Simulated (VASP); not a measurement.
Method: PBE GGA, VASP's PBE PAW potentials (set 64) (plane waves; VASP).

VASP input:

### KPOINTS
```
Automatic mesh
0
G
  11 11 11
0 0 0
```

POSCAR:
```
Pb
1
    0.0000000000     2.4750000000     2.4750000000
    2.4750000000     0.0000000000     2.4750000000
    2.4750000000     2.4750000000     0.0000000000
Pb
1
Direct
  0.0000000000   0.0000000000   0.0000000000
```

### INCAR
```
ALGO  =  Normal
EDIFF  =  1E-6
EDIFFG  =  -0.01
ENCUT  =  400
GGA  =  PE
IBRION  =  2
ISIF  =  3
ISMEAR  =  1
LASPH  =  .TRUE.
LCHARG  =  .FALSE.
LMAXMIX  =  4
LREAL  =  .FALSE.
LWAVE  =  .FALSE.
NELM  =  100
NSW  =  60
PREC  =  Accurate
SIGMA  =  0.1
SYSTEM  =  Pb
```

POTCAR, in this order: Pb_d (PBE.64 set). Program: vasp_std.

Energy and stress use the plane-wave basis of the starting cell. Unless said otherwise, spin-orbit coupling is left out, though it shifts the bands of the heavy elements here.

Question: What does the run give for the energy per atom (σ→0), volume per atom, band gap (on the k-mesh)?

Answer: 
```
Quantity                                                    Result
------------------------  ----------------------------------------
energy per atom (σ→0)                               -3.565 eV/atom
band gap (on the k-mesh)  none (metal, semimetal or under 0.01 eV)
volume per atom                                      31.69 Å³/atom
```

OSZICAR:
```
...
DAV:   1    -0.360624301567E+01   -0.42434E-01   -0.12172E+00  1436   0.240E+01    0.106E+00
DAV:   2    -0.356989660631E+01    0.36346E-01   -0.71439E-02  1421   0.585E+00    0.372E-01
DAV:   3    -0.356481611520E+01    0.50805E-02   -0.20412E-02  1535   0.298E+00    0.292E-02
DAV:   4    -0.356482977907E+01   -0.13664E-04   -0.22255E-04  1268   0.156E-01    0.163E-02
DAV:   5    -0.356486817986E+01   -0.38401E-04   -0.12769E-04  1265   0.954E-02    0.844E-03
DAV:   6    -0.356486380932E+01    0.43705E-05   -0.56593E-06  1448   0.427E-02    0.152E-03
DAV:   7    -0.356486281788E+01    0.99144E-06   -0.58902E-07   887   0.777E-03
   3 F= -.35648628E+01 E0= -.35648767E+01  d E =-.903116E-02
```

The compound is Pb in the fcc structure. This run relaxes it. Symmetry was kept, so distortions that lower it aren't found.
